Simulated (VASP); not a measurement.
Level of theory: r2SCAN meta-GGA, VASP's PBE PAW potentials (set 64) (plane waves; VASP 6.6.1).

A VASP calculation is set up with these files.

**POSCAR**
```
CeO2
1
   -0.0000000000     2.7176057221     2.7176057221
    2.7176057221    -0.0000000000     2.7176057221
    2.7176057221     2.7176057221    -0.0000000000
Ce O
1 2
Direct
  0.0000000000   0.0000000000   0.0000000000
  0.2500000000   0.2500000000   0.2500000000
  0.7500000000   0.7500000000   0.7500000000
```

### KPOINTS
```
Automatic mesh
0
Gamma
9 9 9
0 0 0
```

**INCAR**
```
SYSTEM = CeO2
PREC = Normal
ENCUT = 450
EDIFF = 1E-5
NELM = 100
ALGO = Normal
LREAL = .FALSE.
LASPH = .TRUE.
ISMEAR = 0
SIGMA = 0.05
METAGGA = R2SCAN
LMIXTAU = .TRUE.
LMAXMIX = 6
LWAVE = .FALSE.
LCHARG = .FALSE.
NELMIN = 4
IBRION = 2
ISIF = 2
NSW = 20
EDIFFG = -0.03
```

POTCAR, in this order: Ce O (PBE.64 set). Program: vasp_std.

The run wrote:

File OSZICAR:
```
       N       E                     dE             d eps       ncg     rms          rms(c)
DAV:   1     0.195103746653E+03    0.19510E+03   -0.10820E+04  1136   0.181E+03
DAV:   2    -0.299468631981E+02   -0.22505E+03   -0.21446E+03  1696   0.307E+02
DAV:   3    -0.662474051154E+02   -0.36301E+02   -0.30848E+02  1392   0.146E+02
DAV:   4    -0.679719953321E+02   -0.17246E+01   -0.17244E+01  1888   0.337E+01
DAV:   5    -0.680382904054E+02   -0.66295E-01   -0.66291E-01  1720   0.616E+00    0.313E+01
DAV:   6    -0.536525672906E+02    0.14386E+02   -0.43747E+01  1632   0.493E+01    0.102E+01
DAV:   7    -0.542050525526E+02   -0.55249E+00   -0.20264E+01  1648   0.484E+01    0.144E+01
DAV:   8    -0.543575569857E+02   -0.15250E+00   -0.86538E+00  1720   0.248E+01    0.518E+00
DAV:   9    -0.539001056644E+02    0.45745E+00   -0.56403E+00  1680   0.228E+01    0.287E+00
DAV:  10    -0.539864558764E+02   -0.86350E-01   -0.52189E-01  1592   0.798E+00    0.551E-01
DAV:  11    -0.540301614639E+02   -0.43706E-01   -0.19827E-01  1784   0.373E+00    0.144E+00
DAV:  12    -0.540371639522E+02   -0.70025E-02   -0.14255E-01  1680   0.360E+00    0.967E-02
DAV:  13    -0.540322289491E+02    0.49350E-02   -0.91539E-03  1496   0.104E+00    0.360E-01
DAV:  14    -0.540370640409E+02   -0.48351E-02   -0.47137E-03  1392   0.757E-01    0.643E-02
DAV:  15    -0.540375780087E+02   -0.51397E-03   -0.86160E-04  1904   0.299E-01    0.411E-02
DAV:  16    -0.540375528735E+02    0.25135E-04   -0.28219E-05  1184   0.562E-02    0.339E-02
DAV:  17    -0.540375562756E+02   -0.34021E-05   -0.57383E-05  1240   0.782E-02
   1 F= -.54037556E+02 E0= -.54037556E+02  d E =-.540376E+02
```

**OUTCAR**
```
------------------------ aborting loop because EDIFF is reached ----------------------------------------
  FORCE on cell =-STRESS in cart. coord.  units (eV):
  Direction    XX          YY          ZZ          XY          YZ          ZX
  --------------------------------------------------------------------------------------
  Total       -0.3099140     -0.3099140     -0.3099140      0.0000000      0.0000000      0.0000000
  in kB      -12.3697936    -12.3697936    -12.3697936      0.0000000      0.0000000      0.0000000
  external PRESSURE =     -12.3697936 kB  Pullay stress =       0.0000000 kB
  volume of cell :       40.14
      direct lattice vectors                 reciprocal lattice vectors
     0.000000000  2.717605722  2.717605722    -0.183985482  0.183985482  0.183985482
     2.717605722  0.000000000  2.717605722     0.183985482 -0.183985482  0.183985482
     2.717605722  2.717605722  0.000000000     0.183985482  0.183985482 -0.183985482
 POSITION                                       TOTAL-FORCE (eV/Angst)
 -----------------------------------------------------------------------------------
      0.00000      0.00000      0.00000        -0.000000     -0.000000      0.000000
      1.35880      1.35880      1.35880        -0.000000      0.000000     -0.000000
      4.07641      4.07641      4.07641         0.000000      0.000000      0.000000
 -----------------------------------------------------------------------------------
    total drift:                                0.000000     -0.000000      0.000000
  FREE ENERGIE OF THE ION-ELECTRON SYSTEM (eV)
  ---------------------------------------------------
  free  energy   TOTEN  =       -54.0375562756 eV

  energy  without entropy=      -54.0375562756  energy(sigma->0) =      -54.03755628

 reached required accuracy - stopping structural energy minimisation
```
(Selected blocks of OUTCAR.)

At this cut-off the stress carries a Pulay error, which pulls relaxed volumes low.

The compound is CeO2 in the fluorite structure. It was relaxed first. The run is not spin-polarised, so no magnetic state was tried.
